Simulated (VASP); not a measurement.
Given:

```
CELL_PARAMETERS angstrom
      4.86832    -8.43217     0.00000
      4.86832     8.43217     0.00000
      0.00000     0.00000    10.55628
ATOMIC_POSITIONS crystal
  Ga 0.22195 0.11076 0.24790
  Ga 0.11052 0.22170 0.99845
  Ga 0.22402 0.11258 0.74896
  Ga 0.10799 0.22105 0.49675
  Ga 0.21066 0.43820 0.25072
  Ga 0.11068 0.55541 0.99895
  Ga 0.22576 0.44636 0.75008
  Ga 0.10776 0.55396 0.49674
  Ga 0.22192 0.77765 0.24793
  Ga 0.11141 0.88899 0.99919
  Ga 0.22388 0.77806 0.74905
  Ga 0.11232 0.88958 0.49992
  Ga 0.55468 0.11048 0.24922
  Ga 0.44423 0.22207 0.99990
  Ga 0.55633 0.11147 0.75068
  Ga 0.44496 0.22263 0.50138
  Ga 0.55309 0.44434 0.24994
  Ga 0.44242 0.55443 0.00201
  Ga 0.56024 0.44460 0.75276
  Ga 0.55305 0.77498 0.25004
  Ga 0.44423 0.88876 0.99997
  Ga 0.56021 0.78219 0.75295
  Ga 0.44503 0.88891 0.50151
  Ga 0.88534 0.10836 0.24814
  Ga 0.77772 0.22215 0.99927
  Ga 0.89097 0.11348 0.74915
  Ga 0.77531 0.22098 0.50022
  Ga 0.88546 0.44340 0.24832
  Ga 0.77792 0.55575 0.00004
  Ga 0.89102 0.44420 0.74939
  Ga 0.78083 0.55923 0.50236
  Ga 0.88872 0.77753 0.24916
  Ga 0.77796 0.88881 0.00008
  Ga 0.89188 0.77933 0.75124
  Ga 0.78082 0.88827 0.50240
  N  0.22322 0.11432 0.43698
  N  0.10734 0.21815 0.18681
  N  0.22205 0.11152 0.93715
  N  0.11427 0.22606 0.68416
  N  0.10745 0.55546 0.18735
  N  0.22215 0.44440 0.93759
  N  0.11406 0.55496 0.68416
  N  0.22332 0.77573 0.43707
  N  0.11102 0.88877 0.18775
  N  0.22201 0.77703 0.93724
  N  0.11356 0.89018 0.68742
  N  0.55393 0.11027 0.43799
  N  0.44418 0.22259 0.18880
  N  0.55527 0.11100 0.93856
  N  0.44642 0.22378 0.68872
  N  0.55543 0.44897 0.44127
  N  0.43611 0.55117 0.19295
  N  0.55517 0.44497 0.94031
  N  0.45273 0.55965 0.69016
  N  0.55542 0.77313 0.44127
  N  0.44418 0.88796 0.18886
  N  0.55508 0.77663 0.94048
  N  0.44632 0.88919 0.68883
  N  0.88603 0.10971 0.43721
  N  0.77660 0.22150 0.18769
  N  0.88901 0.11103 0.93725
  N  0.77828 0.22251 0.68778
  N  0.88583 0.44286 0.43726
  N  0.77475 0.55509 0.18884
  N  0.88922 0.44457 0.93747
  N  0.78126 0.55696 0.68943
  N  0.89135 0.77896 0.43785
  N  0.77477 0.88601 0.18874
  N  0.88927 0.77793 0.93887
  N  0.78117 0.89093 0.68929
  Ge 0.43905 0.55277 0.50503
```

The numbers are results of PBE GGA, VASP's PBE PAW potentials (set 64) (plane waves; VASP 6.6.1), not measurements. Run with PREC = Normal, LREAL = Auto, ISYM = 0, 400 eV cut-off, 1×1×1 Γ-centred mesh, Gaussian smearing of 0.050 eV, potentials Ga N Ge. Starting moments (MAGMOM): 71*0.0282. The cell's moment is fixed (NUPDOWN = 2).

At this cut-off the stress carries a Pulay error, which pulls relaxed volumes low.  The supercell is sampled at Γ alone, which is coarse: total energies, pressure and levels can be off, energies of defects by several tenths of an eV.

**Question.** What does the run give for the cell moment, energy per atom (σ→0), pressure?

**Answer.** 
```
Property                       Result
---------------------  --------------
cell moment                   2.00 μB
energy per atom (σ→0)  -5.953 eV/atom
pressure                   -12.1 kbar
```

**Question.** Give the moment on each site (PAW-sphere projection).

**Answer.** 
```csv
site,moment (μB)
Ga1,0.01
Ga2,0.01
Ga3,0.01
Ga4,0.03
Ga5,0.13
Ga6,0.01
Ga7,0.01
Ga8,0.03
Ga9,0.01
Ga10,0.01
Ga11,0.01
Ga12,0.00
Ga13,0.01
Ga14,0.01
Ga15,0.01
Ga16,0.01
Ga17,0.01
Ga18,0.01
Ga19,0.01
Ga20,0.01
Ga21,0.01
Ga22,0.01
Ga23,0.01
Ga24,0.01
Ga25,0.01
Ga26,0.01
Ga27,0.01
Ga28,0.01
Ga29,0.01
Ga30,0.01
Ga31,0.01
Ga32,0.01
Ga33,0.01
Ga34,0.01
Ga35,0.01
N36,0.01
N37,0.04
N38,0.01
N39,0.01
N40,0.04
N41,0.01
N42,0.01
N43,0.01
N44,0.01
N45,0.01
N46,0.01
N47,0.01
N48,0.01
N49,0.01
N50,0.01
N51,0.06
N52,0.01
N53,0.01
N54,0.08
N55,0.06
N56,0.01
N57,0.01
N58,0.01
N59,0.04
N60,0.01
N61,0.01
N62,0.01
N63,0.04
N64,0.01
N65,0.01
N66,0.01
N67,0.01
N68,0.01
N69,0.01
N70,0.01
Ge71,0.20
```

The absolute energy has meaning only against runs of the same code, potentials and settings.

The cell is a supercell with a defect, built from GaN (wurtzite): Ge_Ga-vac_N.
